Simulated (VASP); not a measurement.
# FeRu (P-6m2) in VASP: single point with LDA

Aim: the single point of FeRu with LDA.

All numbers are computed with VASP 6.6.1; they aren't measurements. Logs are shortened: lines on timing, memory, paths and dates and some standing lists are left out, and cuts for length are marked.

### 1 The structure

It takes space group P-6m2 (No. 187, hexagonal). Conventional cell: a = 2.643 Å, b = 2.643 Å, c = 4.070 Å, α = 90.00°, β = 90.00°, γ = 120.00°. Fe (site symmetry -6m2) is surrounded by 6 Ru at 2.54 Å and 6 Fe at 2.64 Å. Around Ru (site symmetry -6m2) lie 6 Fe at 2.54 Å and 6 Ru at 2.64 Å.

The cell comes from a database or a generator and needn't be the stable form of this composition.

### 2 Single point, LDA, collinear spin, typed start

INCAR

```
SYSTEM = FeRu
  ALGO = Fast
  EDIFF = 1E-6
  ENCUT = 520
  GGA = CA
  ISIF = 2
  ISMEAR = -1
  ISPIN = 2
  LASPH = .True.
  LCHARG = .True.
  LELF = .True.
  LMAXMIX = 4
  LORBIT = 11
  LREAL = .False.
  LVHAR = .True.
  LWAVE = .False.
  MAGMOM = 3 1.5
  NBANDS = 22
  NELM = 150
  PREC = Accurate
  SIGMA = 0.05
```

KPOINTS

```
k-points
0
Gamma
  11 11 6
  0 0 0
```

POSCAR

```
FeRu
1.0
    2.6428014205      0.0000000000      0.0000000000
   -1.3214007102      2.2887331673      0.0000000000
    0.0000000000      0.0000000000      4.0702270000
Fe Ru
1 1
Direct
    0.0000000000      0.0000000000      0.5000000000
    0.6666666667      0.3333333333      0.0000000000
```

Potentials or basis: VASP PAW LDA potentials, release 64 (Fe, Ru_pv).

Launch:

```
$ cat potpaw_LDA.64/Fe/POTCAR potpaw_LDA.64/Ru_pv/POTCAR > POTCAR
$ mpirun -np 1 vasp_std > vasp.out
```

OUTCAR:

```text
SYSTEM = FeRu
   EDIFF = 1E-6
   ENCUT = 520
   GGA = CA
   ISIF = 2
   ISMEAR = -1
   ISPIN = 2
   LASPH = .True.
   LORBIT = 11
   LREAL = .False.
   NELM = 150
   PREC = Accurate

 ion  position               nearest neighbor table
   1  0.000  0.000  0.500-   2 2.54   2 2.54   2 2.54   2 2.54   2 2.54   2 2.54
   2  0.667  0.333  0.000-   1 2.54   1 2.54   1 2.54   1 2.54   1 2.54   1 2.54

  LATTYP: Found a hexagonal cell.
 ALAT       =     2.6428014205
 C/A-ratio  =     1.5401183640

  Lattice vectors:

 A1 = (   2.6428014205,   0.0000000000,   0.0000000000)
 A2 = (  -1.3214007102,   2.2887331673,   0.0000000000)
 A3 = (   0.0000000000,   0.0000000000,   4.0702270000)

Analysis of symmetry for initial positions (statically):
=====================================================================
 Subroutine PRICEL returns:
 Original cell was already a primitive cell.

 Routine SETGRP: Setting up the symmetry group for a
 hexagonal supercell.

 Subroutine GETGRP returns: Found 12 space group operations
 (whereof 12 operations were pure point group operations)
 out of a pool of 24 trial point group operations.

The static configuration has the point symmetry D_3h.

Analysis of symmetry for dynamics (positions and initial velocities):
=====================================================================
 Subroutine PRICEL returns:
 Original cell was already a primitive cell.

 Routine SETGRP: Setting up the symmetry group for a
 hexagonal supercell.

 Subroutine GETGRP returns: Found 12 space group operations
 (whereof 12 operations were pure point group operations)
 out of a pool of 24 trial point group operations.

The dynamic configuration has the point symmetry D_3h.

Analysis of structural, dynamic, and magnetic symmetry:
=====================================================================
 Subroutine PRICEL returns:
 Original cell was already a primitive cell.

 Routine SETGRP: Setting up the symmetry group for a
 hexagonal supercell.

 Subroutine GETGRP returns: Found 12 space group operations
 (whereof 12 operations were pure point group operations)
 out of a pool of 24 trial point group operations.

The overall configuration has the point symmetry D_3h.

 Subroutine INISYM returns: Found 12 space group operations
 (whereof 12 operations are pure point group operations),
 and found     1 'primitive' translations

----------------------------------------------------------------------------------------

                                     Primitive cell

[... 108 lines left out ...]
   IMIX   =      4    mixing-type and parameters
     AMIX     =   0.40;   BMIX     =  1.00
     AMIX_MAG =   1.60;   BMIX_MAG =  1.00
  volume/ion in A,a.u.               =      12.31        83.07
  Fermi-wavevector in a.u.,A,eV,Ry     =   1.576847  2.979809 33.830167  2.486447
  Thomas-Fermi vector in A             =   2.677619
   LORBIT       =     11    0 simple, 1 ext, 2 COOP (PROOUT), +10 PAW based schemes
   GGA     = CA    functional components
   LHFCALC =     F    Hartree Fock is set to
   AEXX    =    0.0000 exact exchange contribution
   IVDW    =     0    specifies the selected vdW correction
   LEPSILON=     F    determine dielectric tensor
   LRPA    =     F    only Hartree local field effects (RPA)
 spin polarized calculation
 RMM-DIIS sequential band-by-band and
  energy-cutoff  :      520.00
  volume of cell :       24.62
 maximum number of plane-waves:       691
 NGX is ok and might be reduce to    20
   NGX =  9   NGY =  9   NGZ = 15

 number of electron      21.9999996 magnetization       0.0000153

 Free energy of the ion-electron system (eV)
  ---------------------------------------------------
  ext. energy  EPLUGINS =         0.00000000
  ---------------------------------------------------
  free energy    TOTEN  =       -19.80559564 eV

  energy without entropy =      -19.78259688  energy(sigma->0) =      -19.79409626

 E-fermi :   9.5842     XC(G=0): -14.0256

 val. band max:        9.5627811393   @ k =   0.2727   0.0000   0.1667
 cond. band min:       9.5901682869   @ k =   0.2727   0.0000   0.0000
 fundamental gap:      0.0273871475
 Fermi energy:         9.5841724154

 spin component 1

 k-point     1 :       0.0000    0.0000    0.0000
  band No.  band energies     occupation
      1     -33.2190      1.00000
      2     -32.7112      1.00000
      3     -32.7112      1.00000
      4       1.4444      1.00000
      5       3.9761      1.00000
      6       7.2473      1.00000
[... 589 lines left out ...]
     21      29.8679      0.00000
     22      31.2488      0.00000

 [... further k-points ...]

 spin component 2

 k-point     1 :       0.0000    0.0000    0.0000
  band No.  band energies     occupation
      1     -33.2189      1.00000
      2     -32.7112      1.00000
      3     -32.7112      1.00000
      4       1.4445      1.00000
      5       3.9761      1.00000
      6       7.2473      1.00000
[... 589 lines left out ...]
     21      29.8679      0.00000
     22      31.2488      0.00000

 [... further k-points ...]
[... 5 lines left out ...]
  --------------------------------------------------------------------------------------
  -------------------------------------------------------------------------------------
  Total       -2.9503060     -2.9503060     -3.0530375     -0.0000000      0.0000000     -0.0000000
  in kB     -191.9991541   -191.9991541   -198.6846897     -0.0000000      0.0000000     -0.0000000
  external PRESSURE =    -194.2276660 kB  Pullay stress =       0.0000000 kB

 VOLUME and BASIS-vectors are now :
 -----------------------------------------------------------------------------
  energy-cutoff  :      520.00
  volume of cell :       24.62
      direct lattice vectors                 reciprocal lattice vectors
     2.642801421  0.000000000  0.000000000     0.378386356  0.218461465  0.000000000
    -1.321400710  2.288733167  0.000000000     0.000000000  0.436922929  0.000000000
     0.000000000  0.000000000  4.070227000     0.000000000  0.000000000  0.245686543

 POSITION                                       TOTAL-FORCE (eV/Angst)
 -----------------------------------------------------------------------------------
      0.00000      0.00000      2.03511        -0.000000      0.000000      0.000000
      1.32140      0.76291      0.00000         0.000000     -0.000000      0.000000
 -----------------------------------------------------------------------------------
    total drift:                               -0.000000      0.000000      0.000000

  FREE ENERGIE OF THE ION-ELECTRON SYSTEM (eV)
  ---------------------------------------------------
  free  energy   TOTEN  =       -19.8055956435 eV

  energy  without entropy=      -19.7825968762  energy(sigma->0) =      -19.79409626

 total charge

# of ion       s       p       d       tot
------------------------------------------
    1        0.477   0.542   6.290   7.309
    2        0.428   6.329   5.963  12.720
--------------------------------------------------
tot          0.906   6.871  12.253  20.029

 magnetization (x)

# of ion       s       p       d       tot
------------------------------------------
    1       -0.000  -0.000  -0.000  -0.000
    2        0.000   0.000   0.000   0.000
--------------------------------------------------
tot         -0.000  -0.000  -0.000  -0.000
```

OSZICAR:

```text
N       E                     dE             d eps       ncg     rms          rms(c)
DAV:   1     0.168717897336E+03    0.16872E+03   -0.11480E+04  5816   0.122E+03
DAV:   2    -0.162225678474E+02   -0.18494E+03   -0.17590E+03  5776   0.318E+02
DAV:   3    -0.215047296054E+02   -0.52822E+01   -0.52056E+01  6958   0.626E+01
DAV:   4    -0.215634915772E+02   -0.58762E-01   -0.58698E-01  5946   0.629E+00
DAV:   5    -0.215644743128E+02   -0.98274E-03   -0.98272E-03  6726   0.863E-01    0.219E+01
RMM:   6    -0.325448822395E+02   -0.10980E+02   -0.16765E+01  6552   0.413E+01    0.396E+01
RMM:   7    -0.198447637961E+02    0.12700E+02   -0.30463E+00  6212   0.181E+01    0.466E+00
RMM:   8    -0.198155010039E+02    0.29263E-01   -0.33246E-01  6450   0.416E+00    0.217E+00
RMM:   9    -0.198086468166E+02    0.68542E-02   -0.38430E-02  7063   0.222E+00    0.150E+00
RMM:  10    -0.198025819231E+02    0.60649E-02   -0.57961E-03  6752   0.731E-01    0.977E-01
RMM:  11    -0.198028385897E+02   -0.25667E-03   -0.16934E-03  6969   0.353E-01    0.653E-01
RMM:  12    -0.198043089927E+02   -0.14704E-02   -0.11237E-03  7048   0.251E-01    0.360E-01
RMM:  13    -0.198050809642E+02   -0.77197E-03   -0.58807E-04  7008   0.175E-01    0.186E-01
RMM:  14    -0.198055475975E+02   -0.46663E-03   -0.39634E-04  6975   0.128E-01    0.131E-01
RMM:  15    -0.198055175157E+02    0.30082E-04   -0.53475E-05  6578   0.695E-02    0.625E-02
RMM:  16    -0.198055922678E+02   -0.74752E-04   -0.79033E-05  7018   0.655E-02    0.274E-02
RMM:  17    -0.198055953101E+02   -0.30423E-05   -0.13393E-05  6278   0.224E-02    0.861E-03
RMM:  18    -0.198055956435E+02   -0.33336E-06   -0.18985E-06  4980   0.982E-03
   1 F= -.19805596E+02 E0= -.19794096E+02  d E =-.229988E-01  mag=     0.0007
```

It took 47 s on 1 thread of Intel Xeon Platinum 8488C (Sapphire Rapids), shared host; peak memory 0.17 GiB.

Results:

```yaml
Free_energy: -19.8056 eV
Pressure: -19.4 GPa
Band_gap_on_the_k_mesh: none (metal or under the smearing width)
Net_moment: 0.00 μB per cell
Valence_electrons_inside_the_program's_atomic_spheres: Fe 7.31; Ru 12.72
```

Levels at points of the mesh, in eV from the Fermi level:
Spin up:
```
           k point  band 8  band 9  band 10  band 11  band 12  band 13  band 14  band 15
(0.00, 0.00, 0.00)   -1.47   -1.12    -1.12    -1.08    -1.08     1.05     1.05     1.33
(0.00, 0.00, 0.50)   -2.62   -1.73    -1.73    -1.69     0.20     0.20     0.84     0.84
```
Spin down:
```csv
k point,band 8,band 9,band 10,band 11,band 12,band 13,band 14,band 15
"(0.00, 0.00, 0.00)",-1.47,-1.12,-1.12,-1.08,-1.08,1.05,1.05,1.33
"(0.00, 0.00, 0.50)",-2.62,-1.73,-1.73,-1.69,0.20,0.20,0.84,0.84
```

Caveat: the starting moments collapsed, and a magnetic state may lie lower; so large a pressure means that the cell lies far from this level's equilibrium, or that cutoff or potentials fall short.
